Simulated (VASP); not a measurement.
Output of a VASP run:

### OSZICAR
```
       N       E                     dE             d eps       ncg     rms          rms(c)
DAV:   1     0.150857388529E+03    0.15086E+03   -0.91998E+03   560   0.136E+03
DAV:   2     0.366146417805E+01   -0.14720E+03   -0.14445E+03   578   0.336E+02
DAV:   3    -0.725233321261E+01   -0.10914E+02   -0.10673E+02   770   0.998E+01
DAV:   4    -0.751692210786E+01   -0.26459E+00   -0.26450E+00   666   0.182E+01
DAV:   5    -0.752515670743E+01   -0.82346E-02   -0.82345E-02   788   0.281E+00    0.381E+00
DAV:   6    -0.742701147975E+01    0.98145E-01   -0.22753E-01   728   0.413E+00    0.240E+00
DAV:   7    -0.742418218381E+01    0.28293E-02   -0.80968E-02   726   0.171E+00    0.933E-01
DAV:   8    -0.742533777867E+01   -0.11556E-02   -0.91380E-03   644   0.113E+00    0.166E-01
DAV:   9    -0.742539450269E+01   -0.56724E-04   -0.73692E-04   786   0.347E-01    0.514E-02
DAV:  10    -0.742542197922E+01   -0.27477E-04   -0.90897E-05   572   0.827E-02    0.219E-02
DAV:  11    -0.742542970009E+01   -0.77209E-05   -0.36068E-05   684   0.566E-02    0.183E-02
DAV:  12    -0.742542949893E+01    0.20116E-06   -0.23567E-06   656   0.109E-02
   1 F= -.34360114E+01 E0= -.34360114E+01  d E =-.343601E+01
       N       E                     dE             d eps       ncg     rms          rms(c)
DAV:   1    -0.110768692992E+02   -0.36514E+01   -0.11514E+02   686   0.172E+02    0.123E+01
DAV:   2    -0.736160701688E+01    0.37153E+01   -0.86928E+00   680   0.759E+01    0.390E+00
DAV:   3    -0.684843285866E+01    0.51317E+00   -0.20595E+00   704   0.258E+01    0.733E-01
DAV:   4    -0.685059026293E+01   -0.21574E-02   -0.67045E-02   650   0.228E+00    0.743E-01
DAV:   5    -0.685478900363E+01   -0.41987E-02   -0.73850E-03   790   0.797E-01    0.150E-01
DAV:   6    -0.685490030131E+01   -0.11130E-03   -0.74435E-04   812   0.266E-01    0.515E-02
DAV:   7    -0.685488381228E+01    0.16489E-04   -0.57941E-05   602   0.827E-02    0.313E-02
DAV:   8    -0.685488132399E+01    0.24883E-05   -0.51239E-06   680   0.253E-02    0.871E-03
DAV:   9    -0.685488025735E+01    0.10666E-05   -0.11539E-06   386   0.833E-03    0.291E-03
DAV:  10    -0.685488033329E+01   -0.75941E-07   -0.17057E-07   298   0.370E-03
   2 F= -.34191283E+01 E0= -.34191283E+01  d E =0.168831E-01
       N       E                     dE             d eps       ncg     rms          rms(c)
DAV:   1    -0.826122378406E+01   -0.14063E+01   -0.36268E+01   692   0.125E+02    0.566E+00
DAV:   2    -0.739666291223E+01    0.86456E+00   -0.17996E+00   686   0.258E+01    0.210E+00
DAV:   3    -0.722462529837E+01    0.17204E+00   -0.73750E-01   692   0.153E+01    0.434E-01
DAV:   4    -0.722479642229E+01   -0.17112E-03   -0.14082E-02   596   0.143E+00    0.343E-01
DAV:   5    -0.722471084126E+01    0.85581E-04   -0.24475E-03   724   0.586E-01    0.174E-01
DAV:   6    -0.722463804706E+01    0.72794E-04   -0.41614E-04   674   0.319E-01    0.315E-02
DAV:   7    -0.722463891229E+01   -0.86523E-06   -0.21435E-05   692   0.783E-02    0.125E-02
DAV:   8    -0.722464307769E+01   -0.41654E-05   -0.17693E-06   416   0.122E-02    0.310E-03
DAV:   9    -0.722464295892E+01    0.11877E-06   -0.25480E-07   280   0.802E-03
   3 F= -.35105234E+01 E0= -.35105234E+01  d E =-.745121E-01
```

OUTCAR:
```
------------------------ aborting loop because EDIFF is reached ----------------------------------------
  FORCE on cell =-STRESS in cart. coord.  units (eV):
  Direction    XX          YY          ZZ          XY          YZ          ZX
  --------------------------------------------------------------------------------------
  Total        3.6790765      3.6790765      3.6790765      0.0000000     -0.0000000      0.0000000
  in kB       99.0564928     99.0564928     99.0564928      0.0000000     -0.0000000      0.0000000
  external PRESSURE =      -0.9435072 kB  Pullay stress =     100.0000000 kB
  volume of cell :       59.51
      direct lattice vectors                 reciprocal lattice vectors
     0.000000000  3.098694922  3.098694922    -0.161358253  0.161358253  0.161358253
     3.098694922 -0.000000000  3.098694922     0.161358253 -0.161358253  0.161358253
     3.098694922  3.098694922  0.000000000     0.161358253  0.161358253 -0.161358253
  FREE ENERGIE OF THE ION-ELECTRON SYSTEM (eV)
  ---------------------------------------------------
  free  energy   TOTEN  =        -7.2246429589 eV

  energy  without entropy=       -7.2246429589  energy(sigma->0) =       -7.22464296
  enthalpy is  TOTEN    =        -3.5105234438 eV   P V=        3.7141195152

 reached required accuracy - stopping structural energy minimisation
```
(Selected blocks of OUTCAR.)

### POSCAR
```
PbTe
1
    0.0000000000     3.1734382211     3.1734382211
    3.1734382211     0.0000000000     3.1734382211
    3.1734382211     3.1734382211     0.0000000000
Te Pb
1 1
Direct
  0.5000000000   0.5000000000   0.5000000000
  0.0000000000   0.0000000000   0.0000000000
```

Question: Reconstruct the remaining input files.

Answer: Several could match; the one computed here: the input of the run itself, PBE GGA, plane waves, VASP's PBE PAW potentials (set 64).

**INCAR**
```
# general
SYSTEM  = PbTe
PREC    = Accurate
ENCUT   = 500
LREAL   = .False.
LASPH   = .True.

# electronic loop
EDIFF   = 1E-6
NELM    = 100
ALGO    = Normal
LMAXMIX = 4

# smearing
ISMEAR  = 0
SIGMA   = 0.05

# functional
GGA     = PE

# ions
IBRION  = 2
NSW     = 40
ISIF    = 3
EDIFFG  = -0.02
PSTRESS = 100

# output
LWAVE   = .False.
LCHARG  = .False.
```

### KPOINTS
```
Automatic mesh
0
Gamma
7 7 7
0 0 0
```

POTCAR, in this order: Te Pb_d (PBE.64 set). Program: vasp_std.

Energy and stress use the plane-wave basis of the starting cell.

The compound is PbTe in the rock salt structure. This run relaxes it under an external pressure of 10 GPa. Symmetry was kept, so distortions that lower it aren't found.
